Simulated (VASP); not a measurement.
Shape and ions are relaxed at each volume.

Data:

```
CELL_PARAMETERS angstrom
      2.16864    -3.75619     0.00000
      2.16864     3.75619     0.00000
      0.00000     0.00000     7.06987
ATOMIC_POSITIONS crystal
  Cd 0.66667 0.33333 0.49997
  Cd 0.33333 0.66667 0.99997
  Se 0.66667 0.33333 0.87603
  Se 0.33333 0.66667 0.37603
```

Calculation: MS2 meta-GGA, VASP's PBE PAW potentials (set 64) (plane waves; VASP). Numerical set-up: 520 eV cut-off, 6×6×3 Γ-centred mesh, Gaussian smearing of 0.050 eV, potentials Cd Se.

Question: Give the energy at these volumes per atom, relative to the lowest: 27.07, 27.93, 28.79, 29.66, 30.52 Å³.

Answer: 18.3, 4.3, 0.0, 3.8, 14.6 meV/atom. A third-order Birch-Murnaghan fit gives B0 = 50.4 GPa and B0′ = 4.5.

Measured: bulk modulus 53.4 GPa (computed value off by -5.6 %), as given by Michael Grünwald et al., The Journal of Chemical Physics (2012), arXiv:1201.2992. The calculation is for a static lattice, while the measured bulk modulus holds thermal and zero-point effects, which are part of the difference.

The compound is CdSe in the wurtzite structure. It was relaxed first.
